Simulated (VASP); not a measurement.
Consider the following.

```yaml
crystal:
  lattice:
    - [11.06711, 0.00000, 0.00000]
    - [0.00000, 11.06711, 0.00000]
    - [0.00000, 0.00000, 11.06711]
  atoms:
    - { symbol: Ga, position: [0.49998, 0.99983, 0.99975] }
    - { symbol: Ga, position: [0.75033, 0.24990, 0.00103] }
    - { symbol: Ga, position: [0.74997, 0.00070, 0.25003] }
    - { symbol: Ga, position: [0.00001, 0.00012, 0.00002] }
    - { symbol: Ga, position: [0.24948, 0.24964, 0.99856] }
    - { symbol: Ga, position: [0.50000, 0.50019, 0.99983] }
    - { symbol: Ga, position: [0.75005, 0.75017, 0.99932] }
    - { symbol: Ga, position: [0.24947, 0.99853, 0.24946] }
    - { symbol: Ga, position: [0.49850, 0.24911, 0.24938] }
    - { symbol: Ga, position: [0.74923, 0.50039, 0.25047] }
    - { symbol: Ga, position: [0.50001, 0.99947, 0.50001] }
    - { symbol: Ga, position: [0.75004, 0.24954, 0.50115] }
    - { symbol: Ga, position: [0.75046, 0.99862, 0.75049] }
    - { symbol: Ga, position: [0.99983, 0.50007, 0.99972] }
    - { symbol: Ga, position: [0.25005, 0.75005, 0.00052] }
    - { symbol: Ga, position: [0.99861, 0.24958, 0.24965] }
    - { symbol: Ga, position: [0.24869, 0.49864, 0.24879] }
    - { symbol: Ga, position: [0.50032, 0.74994, 0.24963] }
    - { symbol: Ga, position: [0.99982, 0.00018, 0.49992] }
    - { symbol: Ga, position: [0.24965, 0.24920, 0.49865] }
    - { symbol: Ga, position: [0.75049, 0.75016, 0.49918] }
    - { symbol: Ga, position: [0.25009, 0.00070, 0.75003] }
    - { symbol: Ga, position: [0.50131, 0.24943, 0.75013] }
    - { symbol: Ga, position: [0.75066, 0.49897, 0.75044] }
    - { symbol: Ga, position: [0.00063, 0.75007, 0.24987] }
    - { symbol: Ga, position: [0.99993, 0.50009, 0.50003] }
    - { symbol: Ga, position: [0.24929, 0.75029, 0.50069] }
    - { symbol: Ga, position: [0.00110, 0.24980, 0.75025] }
    - { symbol: Ga, position: [0.25073, 0.50030, 0.74935] }
    - { symbol: Ga, position: [0.49976, 0.74945, 0.74969] }
    - { symbol: Ga, position: [0.99934, 0.75006, 0.75021] }
    - { symbol: P, position: [0.62492, 0.12551, 0.12558] }
    - { symbol: P, position: [0.87401, 0.37544, 0.12592] }
    - { symbol: P, position: [0.87395, 0.12570, 0.37522] }
    - { symbol: P, position: [0.12499, 0.12512, 0.12501] }
    - { symbol: P, position: [0.37472, 0.37477, 0.12430] }
    - { symbol: P, position: [0.62487, 0.62494, 0.12509] }
    - { symbol: P, position: [0.87485, 0.87500, 0.12515] }
    - { symbol: P, position: [0.37468, 0.12405, 0.37465] }
    - { symbol: P, position: [0.62460, 0.37375, 0.37495] }
    - { symbol: P, position: [0.87492, 0.62476, 0.37485] }
    - { symbol: P, position: [0.62531, 0.12421, 0.62521] }
    - { symbol: P, position: [0.87531, 0.37480, 0.62504] }
    - { symbol: P, position: [0.87499, 0.12514, 0.87498] }
    - { symbol: P, position: [0.12543, 0.62511, 0.12526] }
    - { symbol: P, position: [0.37513, 0.87408, 0.12536] }
    - { symbol: P, position: [0.12438, 0.37465, 0.37485] }
    - { symbol: P, position: [0.37307, 0.62539, 0.37359] }
    - { symbol: P, position: [0.62482, 0.87465, 0.37496] }
    - { symbol: P, position: [0.12581, 0.12553, 0.62489] }
    - { symbol: P, position: [0.37526, 0.37378, 0.62458] }
    - { symbol: P, position: [0.49961, 0.50017, 0.49940] }
    - { symbol: P, position: [0.62613, 0.62479, 0.62520] }
    - { symbol: P, position: [0.87457, 0.87408, 0.62486] }
    - { symbol: P, position: [0.37521, 0.12566, 0.87409] }
    - { symbol: P, position: [0.62521, 0.37501, 0.87524] }
    - { symbol: P, position: [0.87422, 0.62506, 0.87433] }
    - { symbol: P, position: [0.12524, 0.87425, 0.37507] }
    - { symbol: P, position: [0.12504, 0.62475, 0.62515] }
    - { symbol: P, position: [0.37518, 0.87459, 0.62499] }
    - { symbol: P, position: [0.12594, 0.37544, 0.87387] }
    - { symbol: P, position: [0.37517, 0.62485, 0.87461] }
    - { symbol: P, position: [0.62474, 0.87385, 0.87423] }
    - { symbol: P, position: [0.12517, 0.87498, 0.87488] }
```

All values below come from HSE06 screened hybrid, VASP's PBE PAW potentials (set 64) (plane waves; VASP). Numerical set-up: PREC = Normal, LREAL = Auto, ISYM = 0, EDIFF = 1E-5, 400 eV cut-off, 1×1×1 Γ-centred mesh, Gaussian smearing of 0.050 eV, potentials Ga P.

The supercell is sampled at Γ alone, which is coarse: total energies, pressure and levels can be off, energies of defects by several tenths of an eV.

**Question.** What does the run give for the energy per atom (σ→0)?

**Answer.** 
```yaml
energy per atom (σ→0): -5.357 eV/atom
```

The absolute energy has meaning only against runs of the same code, potentials and settings.

The cell is a supercell with a defect, built from GaP (zinc blende): P_Ga. The cell's shape comes from a PBE relaxation. The run is not spin-polarised, so no state with unpaired spins was tried.
